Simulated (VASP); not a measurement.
Method: vdW-DF-cx, VASP's PBE PAW potentials (set 64) (plane waves; VASP). For the first row: Numerical set-up: 520 eV cut-off, 13×13×9 Γ-centred mesh, first-order Methfessel-Paxton smearing of 0.10 eV, potentials Ti_sv Al.

| system | energy (eV/atom) |
|---|---|
| TiAl (L1_0) | -4.3099 |
| Ti (hcp) | -5.1734 |
| Al (fcc) | -2.6303 |

The references are the elements' solids at the same level; no temperature or zero-point terms are added.

Q: What is the formation energy per atom of TiAl?

A: The references average (1×(-5.1734) + 1×(-2.6303))/2 = -3.9019 eV, so the formation energy is -4.3099 − (-3.9019) = -0.408 eV/atom. Measured: -0.380 eV/atom (as given by Rajendra R. Zope et al., Physical review. B, Condensed matter (2003), arXiv:cond-mat/0306298).
